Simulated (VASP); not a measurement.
Data:

```
CELL_PARAMETERS angstrom
     -1.59642     1.59642     3.90341
      1.59642    -1.59642     3.90341
      1.59642     1.59642    -3.90341
ATOMIC_POSITIONS crystal
  Si 0.66586 0.66586 0.00000
  Si 0.33414 0.33414 0.00000
  W  0.00000 0.00000 0.00000
```

All values below come from AM05 GGA, VASP's PBE PAW potentials (set 64) (plane waves; VASP). Numerical set-up: 520 eV cut-off, 15×15×15 Γ-centred mesh, tetrahedra with Blöchl corrections, potentials Si W_sv.

The cores are frozen, which limits the accuracy of field gradients.

Give the principal components of the electric field gradient (V/Å²) and the asymmetry η at each nucleus.

```
atom   Vxx   Vyy     Vzz     η
----  ----  ----  ------  ----
Si1    4.9   4.9    -9.7  0.00
Si2    4.9   4.9    -9.7  0.00
W3    69.1  69.1  -138.2  0.00
```

The compound is WSi2 in the MoSi2 type structure. It was relaxed first.
